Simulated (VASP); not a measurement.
**NiMoIrPdW: relaxation of cell and atoms with PBE**

Crystal: NiMoIrPdW.

```
Ni Mo Pd Ir W
1.0
     4.24486    0.00000    0.00000
    -2.12243    3.67616    0.00000
     0.00000    0.00000    5.64872
Ni Mo Pd Ir W
1 1 1 1 1
Direct
  0.00000 0.00000 0.50000
  0.66667 0.33333 0.50000
  0.33333 0.66667 0.00000
  0.33333 0.66667 0.50000
  0.00000 0.00000 0.00000
```

The cell was built by a generator and needn't be a form met in nature.

* Program: VASP 6.6.1
* Task: relaxation of cell and atoms
* Functional: PBE
* Potentials or basis: VASP PAW PBE potentials, release 64 (Ni, Mo_sv, Pd, Ir, W_sv)
* Cutoff: 520 eV
* k mesh: 5 × 5 × 3
* Occupations: gaussian, width 0.15 eV
* Spin: collinear spin, ferromagnetic start
* Starting moments: [1.0, 1.0, 0.0, 0.6, 0.0] μB
* Further INCAR settings: PREC = Normal; ALGO = Fast; EDIFF = 0.0001; IBRION = 2; EDIFFG = -0.08; NSW = 24; ISIF = 3

```
Relaxed volume                                        : 17.06 Å³/atom
Relaxed cell                                          : a = 4.407 Å, b = 4.407 Å, c = 5.071 Å, α = 90.00°, β = 90.00°, γ = 120.00°
Space group after relaxing (to 0.05 Å)                : P-6m2 (No. 187)
Energy gained by relaxing                             : 251.2 meV/atom
Ionic steps                                           : 8
Pressure after relaxing                               : -0.1 GPa
Band gap on the k mesh                                : none (metal or under the smearing width)
Net moment                                            : 0.00 μB per cell
Valence electrons inside the program's atomic spheres : Ni 9.52; Mo 12.29; Pd 9.73; Ir 8.48; W 11.73
```

Stress tensor (GPa, compression positive):
```
-0.07  0.00  0.00
 0.00 -0.07  0.00
 0.00  0.00 -0.15
```

The path:
```
step  energy change (eV)  largest force (eV/Å)  pressure (GPa)  volume (Å³)
   1              0.0000                0.0000            5.31        88.15
   2             -0.1386                0.0000          -15.23        94.01
   3             -0.9932                0.0000          -11.25        91.54
   4             -0.5330                0.0000           18.48        78.87
   5             -1.2292                0.0000           -3.25        86.52
   6             -1.2299                0.0000           -2.82        86.32
   7             -1.2236                0.0000            3.13        84.16
   8             -1.2561                0.0000           -0.10        85.29
```

Final structure:
```yaml
crystal:
  lattice:
    - [4.40704, 0.00000, 0.00000]
    - [-2.20352, 3.81661, 0.00000]
    - [0.00000, 0.00000, 5.07057]
  atoms:
    - { symbol: Ni, position: [0.00000, 0.00000, 0.50000] }
    - { symbol: Mo, position: [0.66667, 0.33333, 0.50000] }
    - { symbol: Pd, position: [0.33333, 0.66667, 0.00000] }
    - { symbol: Ir, position: [0.33333, 0.66667, 0.50000] }
    - { symbol: W, position: [0.00000, 0.00000, 0.00000] }
```

Levels at points of the mesh, in eV from the Fermi level:
Spin up:
```csv
k point,band 25,band 26,band 27,band 28,band 29,band 30,band 31,band 32
"(0.00, 0.00, 0.00)",-1.47,-1.47,-0.88,-0.88,-0.83,0.51,0.52,0.52
```
Spin down:
| k point | band 26 | band 27 | band 28 | band 29 | band 30 | band 31 |
| --- | --- | --- | --- | --- | --- | --- |
| (0.00, 0.00, 0.00) | -1.47 | -0.88 | -0.88 | -0.83 | 0.51 | 0.52 |

Run time: 94 s on 2 MPI ranks on Intel(R) Xeon(R) 6975P-C (Granite Rapids), on a shared host, peak memory 0.21 GiB a rank.

Caveat: the k mesh is coarse (spacing up to 0.37 Å⁻¹), so the values aren't converged; the relaxation stopped at a loose force limit of 0.08 eV/Å, so its end isn't a converged minimum. Spin-orbit coupling is left out, which matters for the levels of Ir, W.
